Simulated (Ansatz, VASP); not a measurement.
# Cs4SnPb3I4Br8 (CsPb0.75Sn0.25IBr2, perovskite): VASP beside Ansatz, part 2 of 2

Wanted: the spread between two codes on one cell, functional and k mesh. The cell is invented: As first built, before any earlier steps moved the atoms (in the runner's words): 2x2x3 conventional cells of the CsPbBr3 type (60 atoms: 24 Br, 3 Sn, 12 I, 12 Cs, 9 Pb); Br/I and Pb/Sn share their sites, one random draw; start lattice by linear mixing of the end members' cells; atoms moved at random by 0.02 A. It may not be a known or stable phase. The structure shown is the end of the Ansatz relaxation below.

VASP 6.6.1 and Ansatz 0.2.0.

So far: Set-up; Ansatz: relaxation, PBE.

**3. VASP: single point, PBE**

Level of this step: PBE; plane waves and PAW (Br, Sn_d, I, Cs_sv, Pb_d); invented cell (VASP).

The same cell, functional, mesh and smearing now go to VASP, with its own data sets.

Lines of VASP's logs that name or quote its potential files are left out, and so is its time.

Contents of INCAR:

```
SYSTEM = Cs4SnPb3I4Br8
PREC = Accurate
ENCUT = 400
EDIFF = 1E-06
NELM = 120
ISMEAR = -1
SIGMA = 0.01
LREAL = Auto
ALGO = Normal
GGA = PE
NBANDS = 312
LORBIT = 11
LWAVE = .FALSE.
LCHARG = .FALSE.
ISIF = 2
ISYM = 0
LASPH = .TRUE.
GGA_COMPAT = .FALSE.
EFERMI = MIDGAP
KPAR = 2
```

Contents of POSCAR:

```
Cs4SnPb3I4Br8
1.0
   12.0911760000     -0.0005620000      0.0026650000
   -0.0005620000     12.1579670000     -0.0109730000
    0.0039980000     -0.0164600000     18.1494560000
Br Sn I Cs Pb
24 3 12 12 9
Direct
    0.2489000000      0.2956300000      0.9987100000
    0.0028200000      0.2152600000      0.1571800000
    0.2377900000      0.2342000000      0.3276900000
    0.3210000000      0.0039700000      0.4929800000
    0.2781300000      0.2386900000      0.6647100000
    0.0008000000      0.2819700000      0.8154900000
    0.2084200000      0.7102100000      0.0040800000
    0.1954800000      0.4956100000      0.1881000000
    0.9987700000      0.7873900000      0.1930800000
    0.2782700000      0.7635300000      0.3295200000
    0.2887300000      0.5013800000      0.8101000000
    0.9991600000      0.7170200000      0.8231800000
    0.7756200000      0.2512500000      0.3328500000
    0.6836800000      0.9941300000      0.4826800000
    0.5010400000      0.2971800000      0.4808900000
    0.7233900000      0.2230700000      0.6626900000
    0.7795800000      0.9953400000      0.8534200000
    0.5005100000      0.2212200000      0.8392500000
    0.7877700000      0.7270900000      0.0047100000
    0.8120700000      0.4934100000      0.1737200000
    0.7237900000      0.7299600000      0.3339500000
    0.5003600000      0.6993000000      0.5035700000
    0.7185800000      0.4951700000      0.8152700000
    0.5000700000      0.7674000000      0.8657300000
    0.2413600000      0.2634100000      0.1657300000
    0.7626100000      0.2610800000      0.1734600000
    0.7329000000      0.7599200000      0.4933300000
    0.2802600000      0.0010100000      0.1449700000
    0.0014900000      0.1831300000      0.5192600000
    0.2165500000      0.0021400000      0.8651500000
    0.2077700000      0.5030200000      0.4990000000
    0.9955400000      0.8058200000      0.4874400000
    0.2580600000      0.7794700000      0.6696000000
    0.7536200000      0.2662100000      0.9999100000
    0.7189800000      0.9980800000      0.1647300000
    0.5024600000      0.2952900000      0.1739900000
    0.4988500000      0.6874400000      0.1424000000
    0.7891800000      0.4987400000      0.5142200000
    0.7339900000      0.7771400000      0.6677100000
    0.9857900000      0.9743000000      0.0198000000
    0.0000600000      0.0255200000      0.3240300000
    0.9928300000      0.9889600000      0.6945900000
    0.0003400000      0.4862200000      0.0050100000
    0.9867100000      0.5399200000      0.3389100000
    0.0103600000      0.5054600000      0.6758200000
    0.5137900000      0.0113800000      0.9902500000
    0.4883100000      0.0302300000      0.3235400000
    0.4977900000      0.0113800000      0.6626200000
    0.4975500000      0.4867800000      0.9718800000
    0.4774900000      0.5182400000      0.3361000000
    0.5080100000      0.4824600000      0.6543600000
    0.2577200000      0.2418700000      0.4978900000
    0.2513700000      0.2599500000      0.8328400000
    0.2422300000      0.7411000000      0.1664700000
    0.2581900000      0.7654500000      0.4937000000
    0.2497800000      0.7426100000      0.8435000000
    0.7445100000      0.2395600000      0.4974300000
    0.7500400000      0.2497000000      0.8260100000
    0.7547000000      0.7365600000      0.1692100000
    0.7503800000      0.7475500000      0.8414800000
```

Contents of KPOINTS:

```
Points of the shifted mesh
4
Reciprocal
 0.2500000000  0.2500000000  0.0000000000 1
 0.2500000000  0.7500000000  0.0000000000 1
 0.7500000000  0.2500000000  0.0000000000 1
 0.7500000000  0.7500000000  0.0000000000 1
```

PAW data sets: Br, Sn_d, I, Cs_sv and Pb_d (PBE family, release 64).

Started as:

```sh
$ mpirun -np 8 vasp_std
```

Numbers of over 12 decimals in the logs are rounded to 6 here.

The log of the run:

```text
[banner, memory and clock lines left out]
running    8 mpi-ranks, on    1 nodes
[...]
|                                                                             |
|           W    W    AA    RRRRR   N    N  II  N    N   GGGG   !!!           |
|           W    W   A  A   R    R  NN   N  II  NN   N  G    G  !!!           |
|           W    W  A    A  R    R  N N  N  II  N N  N  G       !!!           |
|           W WW W  AAAAAA  RRRRR   N  N N  II  N  N N  G  GGG   !            |
|           WW  WW  A    A  R   R   N   NN  II  N   NN  G    G                |
|           W    W  A    A  R    R  N    N  II  N    N   GGGG   !!!           |
|                                                                             |
|     For optimal performance we recommend to set                             |
|       NCORE = 2 up to number-of-cores-per-socket                            |
|     NCORE specifies how many cores store one orbital (NPAR=cpu/NCORE).      |
|     This setting can greatly improve the performance of VASP for DFT.       |
|     The default, NCORE=1 might be grossly inefficient on modern             |
|     multi-core architectures or massively parallel machines. Do your        |
|     Unfortunately you need to use the default for GW and RPA                |
|     calculations (for HF NCORE is supported but not extensively tested      |
|     yet).                                                                   |
|                                                                             |

 LDA part: xc-table for (Slater+PW92), standard interpolation
 POSCAR, INCAR and KPOINTS ok, starting setup
[...]
entering main loop
       N       E                     dE             d eps       ncg     rms          rms(c)
DAV:   1     0.450141303236E+04    0.45014E+04   -0.18829E+05  2576   0.123E+03
DAV:   2     0.526016383194E+03   -0.39754E+04   -0.38477E+04  2984   0.310E+02
DAV:   3    -0.155819491644E+03   -0.68184E+03   -0.67745E+03  3296   0.160E+02
DAV:   4    -0.189517886362E+03   -0.33698E+02   -0.33573E+02  2920   0.445E+01
[...]
DAV:  15    -0.184309975722E+03   -0.48214E-05   -0.10224E-05  2472   0.598E-03    0.598E-03
DAV:  16    -0.184309977252E+03   -0.15307E-05   -0.50054E-06  2344   0.470E-03    0.587E-03
DAV:  17    -0.184309977259E+03   -0.69704E-08   -0.99269E-07  1632   0.254E-03
   1 F= -.18430998E+03 E0= -.18430998E+03  d E =0.000000E+00
```

Parts of OUTCAR (step 3):

```text
  Total       -0.5168227     -0.4540072     -0.3813131     -0.0520584      0.0128089     -0.0044300
  in kB       -0.3103555     -0.2726343     -0.2289811     -0.0312614      0.0076918     -0.0026603
  external PRESSURE =      -0.2706570 kB  Pullay stress =       0.0000000 kB

 POSITION                                       TOTAL-FORCE (eV/Angst)
 -----------------------------------------------------------------------------------
      3.01332      3.57768     18.12346         0.000302      0.001329     -0.004372
      0.03460      2.61454      2.85038        -0.002725      0.004044      0.000581
      2.87634      2.84187      5.94546         0.003478     -0.007210      0.013281
      3.88324      0.03997      8.94813        -0.000461      0.001336     -0.006852
      3.36544      2.89089     12.06225         0.000170      0.004855     -0.000099
      0.01277      3.41476     14.79761        -0.001950     -0.001627     -0.003599
      2.51966      8.63453      0.06681        -0.001813      0.003749     -0.001891
      2.36406      6.02240      3.40900         0.002537      0.003373     -0.001264
     12.07663      9.56932      3.49832         0.001065     -0.000113     -0.006555
      3.36550      9.27739      5.97297         0.004781      0.003100      0.004494
      3.49404      6.08226     14.69814         0.001295     -0.002958     -0.004774
     12.08391      8.70339     14.93506         0.002139      0.003216      0.000659
      9.37935      3.04877      6.04036        -0.001359     -0.013752      0.010524
      8.26787     12.07827      8.75129        -0.000772     -0.003432     -0.000099
[...]
-----------------------------------------------------------------------------------
    total drift:                               -0.000746     -0.013232     -0.043706

  FREE ENERGIE OF THE ION-ELECTRON SYSTEM (eV)
  ---------------------------------------------------
  free  energy   TOTEN  =      -184.3099772594 eV

  energy  without entropy=     -184.3099772594  energy(sigma->0) =     -184.30997726

[... 3 further parts left out ...]
[key lines of the parts left out:]
E-fermi :   1.9237
```

The run ends at a pressure of -0.03 GPa, with forces up to 0.017 eV/Å.

**4. Side by side**

Known differences besides the potentials themselves: the data sets hold 648 valence electrons in Ansatz (on its default PAW (the set named soft_2) files) and 528 in VASP; the cutoff is 420 eV in Ansatz and 400 eV in VASP (PREC = Accurate, projectors in real space). Total energies have different zeros and are not compared.

Both answers:

```csv
quantity,Ansatz,VASP,difference
gap on the k mesh (eV),2.699,2.696,+0.002
```

A gap on the mesh is an upper bound, since the band edges may lie between its points; neither run holds spin-orbit coupling, which can move the band edges of a compound of Pb.

**5. Outcome**

```
difference in gap on the k mesh (single point, PBE) : 0.0022 eV
```

In words: The difference in gap on the k mesh is 0.0022 eV (single point, PBE), within the 0.08 eV picked in this series as the mark of a large difference. The data sets hold unlike numbers of valence electrons (648 in Ansatz and 528 in VASP), so part of the differences comes from the potentials. Such differences can come from data sets, numerical settings and the points named under the comparisons, not from the functional's error against experiment.

[Lines on the potential files, build, host, timing and source positions are cut from VASP's logs without a mark.]

[Logs are printed without paths, hosts, clocks, repeated set-up lines and the standing remarks that a program may print on its own settings, such as how far it seeks lower states.]

[Hosts, paths, dates, database ids (printed as entryN), source tags and the programs' standing remarks are cut or masked in the printed files.]
